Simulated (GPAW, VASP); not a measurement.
This is a calculation of BiTe for GPAW 26.7.0 (ASE script). The cell comes from a database or a generator and needn't be the stable form of this composition.

run.py

```python
from ase import Atoms
from ase.dft.bandgap import bandgap
from ase.io import write
from ase.units import Bohr, GPa
from gpaw import GPAW, PW
from gpaw.elf import elf_from_dft_calculation

atoms = Atoms(['Bi', 'Te'],
              cell=[[2.4227077728, 1.3987509848, 3.3172919545],
                    [-2.4227077728, 1.3987509848, 3.3172919545],
                    [0.0, -2.7975019696, 3.3172919545]],
              scaled_positions=[[0.5, 0.5, 0.5],
                                [0.0, 0.0, 0.0]],
              pbc=True)

calc = GPAW(mode=PW(600),
            xc='PBE',
            kpts={'size': (7, 7, 7), 'gamma': True},
            occupations={'name': 'fermi-dirac', 'width': 0.05},
            nbands=20,
            convergence={'density': 1e-05, 'energy': 1e-05},
            maxiter=150,
            txt='gpaw.txt')
atoms.calc = calc
energy = atoms.get_potential_energy()
forces = atoms.get_forces()
stress = atoms.get_stress()
calc.write('gs.gpw')
write('result.traj', atoms)
print(f'Energy: {energy:.6f} eV')
print('Forces (eV/A):')
print(forces.round(4))
print('Stress (GPa):', (stress / GPa).round(3))
print('Fermi level:', round(calc.get_fermi_level(), 4), 'eV')
print(f'Gap: {bandgap(calc)[0]:.4f} eV, direct: {bandgap(calc, direct=True)[0]:.4f} eV')

# fields on the real-space grid
write('density.cube', atoms, data=calc.get_pseudo_density() * Bohr**3)
write('potential.cube', atoms, data=calc.get_electrostatic_potential())
write('elf.cube', atoms, data=elf_from_dft_calculation(calc).data)
```

Potentials or basis: GPAW PAW data sets (gpaw-data 1.2.1), pw.

The run is started by

```bash
$ OMP_NUM_THREADS=1 python run.py
```

Task: What does the same run look like in VASP 6.6.1? Potentials or basis there: PBE PAW files Bi_d, Te, 520 eV.

Result: As run (cutoffs and basis follow the program's own potentials, and thresholds, step limits or extra output files can differ):

INCAR

```
SYSTEM = BiTe
  ALGO = Normal
  EDIFF = 1E-7
  ENCUT = 520
  GGA = PE
  ISIF = 2
  ISMEAR = -1
  LASPH = .TRUE.
  LCHARG = .TRUE.
  LELF = .TRUE.
  LREAL = .FALSE.
  LVHAR = .TRUE.
  LWAVE = .FALSE.
  NBANDS = 18
  NELM = 100
  PREC = Accurate
  SIGMA = 0.05
```

Contents of KPOINTS:

```
k-points
0
G
  7 7 7
  0 0 0
```

The input POSCAR:

```
BiTe
1.0
    2.4227077728      1.3987509848      3.3172919545
   -2.4227077728      1.3987509848      3.3172919545
    0.0000000000     -2.7975019696      3.3172919545
Bi Te
1 1
Direct
    0.5000000000      0.5000000000      0.5000000000
    0.0000000000      0.0000000000      0.0000000000
```

Potentials or basis: VASP PAW PBE potentials, release 64 (Bi_d, Te).

Launch:

```bash
$ cat potpaw_PBE.64/Bi_d/POTCAR potpaw_PBE.64/Te/POTCAR > POTCAR
$ mpirun -np 1 vasp_std > vasp.out
```

Both were run:

|  | GPAW | VASP |
| --- | --- | --- |
| Pressure | -0.1 GPa | 0.1 GPa |

Pressure is positive in compression.
